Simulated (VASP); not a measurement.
The input files of a VASP run:

### INCAR
```
SYSTEM = SiO2
PREC = Accurate
ENCUT = 520
EDIFF = 1E-6
NELM = 100
ALGO = Normal
LREAL = .FALSE.
LASPH = .TRUE.
ISMEAR = 0
SIGMA = 0.05
LWAVE = .FALSE.
LCHARG = .FALSE.
IBRION = 2
ISIF = 3
NSW = 60
EDIFFG = -0.02
```

### KPOINTS
```
Automatic
0
G
 5 5 4
```

**POSCAR**
```
SiO2
1
    2.4318837603    -4.2121463422     0.0000000000
    2.4318837603     4.2121463422    -0.0000000000
   -0.0000000000    -0.0000000000     5.3873601367
Si O
3 6
Direct
  0.0000000000   0.4641151943   0.3333330000
  0.5358848057   0.5358848057   1.0000000000
  0.4641151943   0.0000000000   0.6666670000
  0.2764847367   0.4109848826   0.2207272610
  0.5890151174   0.8654998542   0.8873942610
  0.7235152633   0.1345001458   0.4459387390
  0.8654998542   0.5890151174   0.1126057390
  0.4109848826   0.2764847367   0.7792727390
  0.1345001458   0.7235152633   0.5540612610
```

POTCAR, in this order: Si O (LDA.64 set). Program: vasp_std.

Task: Write an equivalent input for Quantum ESPRESSO's pw.x.

Result: One equivalent input (not run):
```
&CONTROL
  calculation = 'vc-relax'
  pseudo_dir = './pseudo'
  outdir = './out'
  tprnfor = .true.
  tstress = .true.
  nstep = 60
  forc_conv_thr = 0.00078
/
&SYSTEM
  ibrav = 0
  nat = 9
  ntyp = 2
  ecutwfc = 84
  occupations = 'smearing'
  smearing = 'gaussian'
  degauss = 0.003675
  input_dft = 'pz'
/
&ELECTRONS
  conv_thr = 7.3e-08
  electron_maxstep = 100
/
&IONS
/
&CELL
/
ATOMIC_SPECIES
  Si 28.085 Si.upf
  O 15.999 O.upf
CELL_PARAMETERS angstrom
     2.4318838   -4.2121463    0.0000000
     2.4318838    4.2121463   -0.0000000
    -0.0000000   -0.0000000    5.3873601
ATOMIC_POSITIONS crystal
  Si   0.0000000  0.4641152  0.3333330
  Si   0.5358848  0.5358848  1.0000000
  Si   0.4641152  0.0000000  0.6666670
  O    0.2764847  0.4109849  0.2207273
  O    0.5890151  0.8654999  0.8873943
  O    0.7235153  0.1345001  0.4459387
  O    0.8654999  0.5890151  0.1126057
  O    0.4109849  0.2764847  0.7792727
  O    0.1345001  0.7235153  0.5540613
K_POINTS automatic
  5 5 4 0 0 0
```
What does not carry over: the potentials are each code's own (VASP's PAW set, PseudoDojo norm-conserving files in pw.x), so ENCUT and ecutwfc are chosen apart and not converted; conv_thr bounds pw.x's estimated SCF error, while EDIFF bounds the energy change between steps; forc_conv_thr acts on force components and is met together with etot_conv_thr.

The compound is SiO2 in the quartz structure. It was relaxed first. The start is the result of an earlier pass.
